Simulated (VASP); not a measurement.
Computed with r2SCAN meta-GGA, VASP's PBE PAW potentials (set 64) (plane waves; VASP).

The input files of a VASP run:

**INCAR**
```
SYSTEM=Li(100) slab
PREC=Normal; ENCUT=450; LREAL=.FALSE.
LASPH=.TRUE.
EDIFF=1E-6; NELM=100; NELMIN=4
ALGO=Normal; LMIXTAU=.TRUE.
ISMEAR=1; SIGMA=0.1
METAGGA=R2SCAN
LWAVE=.FALSE.; LCHARG=.FALSE.; LORBIT=11
LVHAR=.TRUE.
DIPOL=0.5 0.5 0.5
LDIPOL=.TRUE.; IDIPOL=3
```

KPOINTS:
```
Automatic mesh
0
Gamma
8 8 1
0 0 0
```

File POSCAR:
```
Li(100) slab
1
    3.4670138087     0.0000000000     0.0000000000
    0.0000000000     3.4670138087     0.0000000000
    0.0000000000     0.0000000000    25.3022469074
Li
6
Direct
  0.5000000000   0.0000000000   0.3262324138
  1.0000000000   0.5000000000   0.3976673643
  0.5000000000   0.0000000000   0.4655843873
  0.0000000000   0.5000000000   0.5344156127
  0.5000000000   0.0000000000   0.6023326357
  0.0000000000   0.5000000000   0.6737675862
```

POTCAR, in this order: Li_sv (PBE.64 set). Program: vasp_std. Read from the step before: WAVECAR.

Output of the run:

**OSZICAR**
```
       N       E                     dE             d eps       ncg     rms          rms(c)
DAV:   1    -0.135917833266E+02   -0.13592E+02   -0.15057E-04   415   0.108E-01    0.218E-03
DAV:   2    -0.135917883624E+02   -0.50357E-05   -0.81616E-06   492   0.183E-02    0.894E-04
DAV:   3    -0.135917683563E+02    0.20006E-04   -0.21681E-06   431   0.221E-02    0.706E-04
DAV:   4    -0.135917746502E+02   -0.62939E-05   -0.20034E-06   352   0.203E-02    0.317E-04
DAV:   5    -0.135917743552E+02    0.29505E-06   -0.85208E-07   280   0.121E-02
   1 F= -.13591774E+02 E0= -.13591433E+02  d E =-.102511E-02
```

OUTCAR:
```
------------------------ aborting loop because EDIFF is reached ----------------------------------------
  FORCE on cell =-STRESS in cart. coord.  units (eV):
  Direction    XX          YY          ZZ          XY          YZ          ZX
  --------------------------------------------------------------------------------------
  Total       -1.8912741     -1.8912741     -0.0668368      0.0000000      0.0000000      0.0000000
  in kB       -9.9631076     -9.9631076     -0.3520918      0.0000000      0.0000000      0.0000000
  external PRESSURE =      -6.7594357 kB  Pullay stress =       0.0000000 kB
  volume of cell :      304.14
      direct lattice vectors                 reciprocal lattice vectors
     3.467013809  0.000000000  0.000000000     0.288432656  0.000000000  0.000000000
     0.000000000  3.467013809  0.000000000     0.000000000  0.288432656  0.000000000
     0.000000000  0.000000000 25.302246907     0.000000000  0.000000000  0.039522182
 POSITION                                       TOTAL-FORCE (eV/Angst)
 -----------------------------------------------------------------------------------
      1.73351      0.00000      8.25441         0.000000     -0.000000     -0.001701
      0.00000      1.73351     10.06188         0.000000      0.000000      0.016651
      1.73351      0.00000     11.78033         0.000000     -0.000000     -0.003499
      0.00000      1.73351     13.52192        -0.000000      0.000000      0.003499
      1.73351      0.00000     15.24037         0.000000     -0.000000     -0.016651
      0.00000      1.73351     17.04783        -0.000000     -0.000000      0.001701
 -----------------------------------------------------------------------------------
    total drift:                                0.000000      0.000000      0.000000
  FREE ENERGIE OF THE ION-ELECTRON SYSTEM (eV)
  ---------------------------------------------------
  free  energy   TOTEN  =       -13.5917743552 eV

  energy  without entropy=      -13.5907492464  energy(sigma->0) =      -13.59143265

 total charge

# of ion       s       p       d       tot
------------------------------------------
    1        2.024   0.011   0.000   2.035
    2        2.025   0.015   0.000   2.041
    3        2.027   0.015   0.000   2.042
    4        2.027   0.015   0.000   2.042
    5        2.025   0.015   0.000   2.041
    6        2.024   0.011   0.000   2.035
--------------------------------------------------
tot         12.153   0.083   0.000  12.236
```
(Selected blocks of OUTCAR.)

At this cut-off the stress carries a Pulay error, which pulls relaxed volumes low.

The cell is a thin slab with vacuum, built from Li (bcc): (100) face.
